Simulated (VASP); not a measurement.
An input for Ansatz (written as the equivalent of a VASP run, and not itself run):

Ansatz 0.2 input:
```yaml
crystal:
  lattice:
    - [4.8441940, 0.0000000, 0.0000000]
    - [-2.4220970, 4.1951960, 0.0000000]
    - [0.0000000, 0.0000000, 5.3530890]
  atoms:
    - { symbol: Si, position: [0.5310900, 0.5310900, 0.0000000] }
    - { symbol: Si, position: [0.4689100, 0.0000000, 0.3333330] }
    - { symbol: Si, position: [0.0000000, 0.4689100, 0.6666670] }
    - { symbol: O, position: [0.2692200, 0.4133900, 0.7848900] }
    - { symbol: O, position: [0.5866100, 0.8558300, 0.1182230] }
    - { symbol: O, position: [0.1441700, 0.7307800, 0.4515570] }
    - { symbol: O, position: [0.4133900, 0.2692200, 0.2151100] }
    - { symbol: O, position: [0.8558300, 0.5866100, 0.8817770] }
    - { symbol: O, position: [0.7307800, 0.1441700, 0.5484430] }
kpoints:
  mp_grid: { grid: [4, 4, 3] }
hamiltonian:
  xc: lda
  pseudopotentials: { kind: paw }
scf:
  occupations: { method: gaussian, width: 0.01 }
  max_iter: 100
output: { forces: true, stress: true, eigenvalues: true }
```

Task: Translate this input to VASP (INCAR, KPOINTS, POSCAR, choice of POTCAR).

Result: One answer among several that fit: 
INCAR:
```
# general
SYSTEM = SiO2
PREC   = Accurate
ENCUT  = 400
LREAL  = .False.
LASPH  = .True.

# electronic loop
EDIFF  = 1E-6
NELM   = 100
ALGO   = Normal

# smearing
ISMEAR = 0
SIGMA  = 0.01

# ions
ISIF   = 2

# output
LWAVE  = .False.
LCHARG = .False.
```

**KPOINTS**
```
Automatic mesh
0
Gamma
4 4 3
0 0 0
```

**POSCAR**
```
SiO2
10.7061780
  0.4524671643   0.0000000000   0.0000000000
 -0.2262335821   0.3918481460   0.0000000000
  0.0000000000   0.0000000000   0.5000000000
Si O
3 6
Cartesian
  0.1201503931   0.2081066319   0.0000000000
  0.2121663780   0.0000000000   0.1666665000
 -0.1060831890   0.1837415141   0.3333335000
  0.0282905094   0.1619861051   0.3924450000
  0.0718042766   0.3353553988   0.0591115000
 -0.1000947861   0.2863547881   0.2257785000
  0.1261387961   0.1054933579   0.1075550000
  0.2545240916   0.2298620409   0.4408885000
  0.2980378588   0.0564927472   0.2742215000
```

POTCAR, in this order: Si O (LDA.64 set). Program: vasp_std.

The two are equivalent in intent, not identical: each code has its own PAW files, so the cut-off isn't converted (ENCUT is set for VASP's; basis.ecutwfc is left out, and Ansatz then takes the one that its files recommend); Ansatz stops its SCF on the density residual and VASP on the energy change (EDIFF); Ansatz's lda is the Perdew-Wang form, while the LDA potentials of VASP carry Perdew-Zunger's.

The structure comes from a computed database's SiO2 entry; how it stands against other phases isn't given here. The cell was not relaxed at this level. The run is one of a series of settings (GGA removed, POTCAR Si O (LDA.64 set) against the base run), some of them coarse on purpose.
